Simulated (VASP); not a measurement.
A calculation with VASP 6.6.1 of MnHg (native input, structure from a POSCAR):

File INCAR:

```
PREC = Accurate ; ENCUT = 550
EDIFF = 1E-7 ; ISMEAR = 0
SIGMA = 0.05 ; LREAL = False
LASPH = True ; NELM = 120
ALGO = Fast ; ISIF = 2
LWAVE = False ; LCHARG = False
ISPIN = 2 ; MAGMOM = 0 4
LORBIT = 11 ; LMAXMIX = 4
NBANDS = 24
```

The input KPOINTS:

```
Automatic mesh
0
Gamma
  8 8 8
```

POSCAR

```
MnHg
1.0
    3.3150000000      0.0000000000      0.0000000000
    0.0000000000      3.3150000000      0.0000000000
    0.0000000000      0.0000000000      3.3150000000
Hg Mn
1 1
Direct
    0.0000000000      0.0000000000      0.0000000000
    0.5000000000      0.5000000000      0.5000000000
```

Potentials or basis: VASP PAW LDA potentials, release 64 (Hg_sv_GW, Mn_GW).

The run is started by

```bash
$ cat potpaw_LDA.64/Hg_sv_GW/POTCAR potpaw_LDA.64/Mn_GW/POTCAR > POTCAR
$ mpirun -np 1 vasp_std > vasp.out
```

Write the same calculation in another form: ASE script, structure by space group and Wyckoff sites.

As run:

The input run.py:

```python
from ase.calculators.vasp import Vasp
from ase.dft.bandgap import bandgap
from ase.spacegroup import crystal

atoms = crystal(
    ['Hg', 'Mn'],
    basis=[[0.0, 0.0, 0.0], [0.5, 0.5, 0.5]],
    spacegroup=221,
    setting=1,
    cellpar=[3.315, 3.315, 3.315, 90.0, 90.0, 90.0],
    primitive_cell=True,
)
atoms.set_initial_magnetic_moments([0.0, 4.0])
calc = Vasp(
    directory='calc',
    xc='lda',
    pp='LDA',
    setups={'base': 'minimal', 'Hg': '_sv_GW', 'Mn': '_GW'},
    prec='Accurate',
    encut=550,
    ediff=1e-07,
    ismear=0,
    sigma=0.05,
    lreal=False,
    lasph=True,
    nelm=150,
    algo='Normal',
    isif=2,
    lwave=False,
    lcharg=True,
    ispin=2,
    lorbit=11,
    lmaxmix=4,
    lelf=True,
    lvhar=True,
    kpts=[8, 8, 8],
    gamma=True,
    nbands=24,
)
atoms.calc = calc

print('energy (eV):', atoms.get_potential_energy())
print('free energy (eV):', atoms.get_potential_energy(force_consistent=True))
print('forces (eV/A):')
print(atoms.get_forces())
print('stress (eV/A^3, Voigt):', atoms.get_stress())
print('Fermi level (eV):', calc.get_fermi_level())
print('moment (muB):', atoms.get_magnetic_moment())
print('site moments (muB):', atoms.get_magnetic_moments())
gap, top, bottom = bandgap(calc)
print('band gap (eV):', gap, 'from (spin, k, band)', top, 'to', bottom)
```

Potentials or basis: VASP PAW LDA potentials, release 64 (Hg_sv_GW, Mn_GW).

Command:

```sh
$ python run.py
```

Both were run:

|  | native input, structure from a POSCAR | ASE script, structure by space group and Wyckoff sites |
| --- | --- | --- |
| Pressure | -10.5 GPa | -10.6 GPa |
| Band gap on the k mesh | none (metal or under the smearing width) | none (metal or under the smearing width) |
| Net moment | 3.72 μB per cell | 3.72 μB per cell |
| Site moments | Hg -0.04; Mn +3.64 μB | Hg -0.04; Mn +3.64 μB |
| Valence electrons inside the program's atomic spheres | Hg 17.90; Mn 5.70 | Hg 17.90; Mn 5.70 |

Keys that steer only the numerical path or the files written may differ.
